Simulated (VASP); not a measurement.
Calculation: r2SCAN meta-GGA, VASP's PBE PAW potentials (set 64) (plane waves; VASP).

VASP input:

**POSCAR**
```
Ag
1
    0.0000000000     2.1120848368     2.1120848368
    2.1120848368     0.0000000000     2.1120848368
    2.1120848368     2.1120848368     0.0000000000
Ag
1
Direct
  0.0000000000   0.0000000000   0.0000000000
```

File KPOINTS:
```
Regular mesh
0
G
 14 14 14
0 0 0
```

### INCAR
```
SIGMA  =  0.1   ! width (eV)
LREAL  =  .FALSE.   ! projection in real space or not
METAGGA  =  R2SCAN
SYSTEM  =  Ag
ALGO  =  Normal
PREC  =  Accurate
NELM  =  100   ! most electronic steps
LMIXTAU  =  .TRUE.
EDIFF  =  1E-7   ! SCF stop (eV)
ISIF  =  2   ! forces and stress, cell fixed
LWAVE  =  .FALSE.
ENCUT  =  480
ISMEAR  =  1
LASPH  =  .TRUE.   ! aspherical one-centre terms
LMAXMIX  =  4   ! l cut-off of mixed one-centre charges
LCHARG  =  .FALSE.
```

POTCAR, in this order: Ag (PBE.64 set). Program: vasp_std.

Predict the energy per atom (σ→0), pressure, band gap (on the k-mesh).

```yaml
energy per atom (σ→0): -21.321 eV/atom
band gap (on the k-mesh): none (metal, semimetal or under 0.01 eV)
pressure: -6.79 GPa
```

### OSZICAR
```
...
DAV:  10    -0.213152385153E+02   -0.31392E-02   -0.29383E-03  1901   0.658E-01    0.892E-02
DAV:  11    -0.213213929950E+02   -0.61545E-02   -0.84317E-03  1912   0.767E-01    0.544E-02
DAV:  12    -0.213212633125E+02    0.12968E-03   -0.29132E-04  2130   0.178E-01    0.509E-02
DAV:  13    -0.213213209949E+02   -0.57682E-04   -0.56449E-05  1958   0.839E-02    0.354E-02
DAV:  14    -0.213213931528E+02   -0.72158E-04   -0.22729E-04  1946   0.136E-01    0.712E-03
DAV:  15    -0.213213924441E+02    0.70866E-06   -0.10179E-05  1943   0.316E-02    0.378E-03
DAV:  16    -0.213213925072E+02   -0.63052E-07   -0.74912E-08  1997   0.325E-03
   1 F= -.21321393E+02 E0= -.21321240E+02  d E =-.456233E-03
```

The compound is Ag in the fcc structure. This cell was strained or had an atom moved on purpose.
